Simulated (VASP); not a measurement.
Here is the system:

```
ZrO2
1.0
    0.00000     2.59590     2.59590
    2.59590     0.00000     2.59590
    2.59590     2.59590     0.00000
Zr O
1 2
Direct
  0.00000   0.00000   0.00000
  0.25000   0.25000   0.25000
  0.75000   0.75000   0.75000
```

These are PBE GGA, VASP's PBE PAW potentials (set 64) (plane waves; VASP) values and carry that method's errors. Run with 520 eV cut-off, 7×7×7 Γ-centred mesh, Gaussian smearing of 0.050 eV, potentials Zr_sv O_s.

Give the stress tensor in GPa (positive for a compressed cell).

```
-9.31   0.00   0.00
 0.00  -9.31   0.00
 0.00   0.00  -9.31
```
The pressure is its mean diagonal, -9.31 GPa.

The compound is ZrO2 in the fluorite structure, the high-temperature cubic form, which is unstable at 0 K; the monoclinic form is the stable one. The cell was not relaxed at this level. The run is one of a series of settings (POTCAR Zr_sv O_s (PBE.64 set) against the base run), some of them coarse on purpose.
